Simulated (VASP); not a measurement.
A run of VASP 6.6.1:

File INCAR:

```
SYSTEM = LiSb2
  ALGO = Normal
  EDIFF = 1E-7
  ENCUT = 520
  GGA = PE
  ISIF = 2
  ISMEAR = -1
  LASPH = .TRUE.
  LCHARG = .FALSE.
  LREAL = .FALSE.
  LWAVE = .FALSE.
  NBANDS = 14
  NELM = 60
  PREC = Accurate
  SIGMA = 0.05
```

File KPOINTS:

```
k-points
0
G
  9 9 9
  0 0 0
```

POSCAR

```
LiSb2
1.0
   -2.0477800000      2.0477800000      4.8482100000
    2.0477800000     -2.0477800000      4.8482100000
    2.0477800000      2.0477800000     -4.8482100000
Li Sb
1 2
Direct
    0.4971540000      0.4897900000     -0.0136920000
    0.1989520000      0.2130040000      0.0292830000
    0.7961560000      0.8084610000      0.0069280000
```

Potentials or basis: VASP PAW PBE potentials, release 64 (Li_sv, Sb).

Run with:

```console
$ cat potpaw_PBE.64/Li_sv/POTCAR potpaw_PBE.64/Sb/POTCAR > POTCAR
$ mpirun -np 1 vasp_std > vasp.out
```

Hardware: 1 thread of Intel(R) Xeon(R) 6975P-C (Granite Rapids), on a shared host.

Task: How long does it take, and how much memory?

Result: It took 4.1 min on 1 thread of Intel(R) Xeon(R) 6975P-C (Granite Rapids) (shared host), peak memory 0.53 GiB. Counts: scf iterations 12, k points 365.
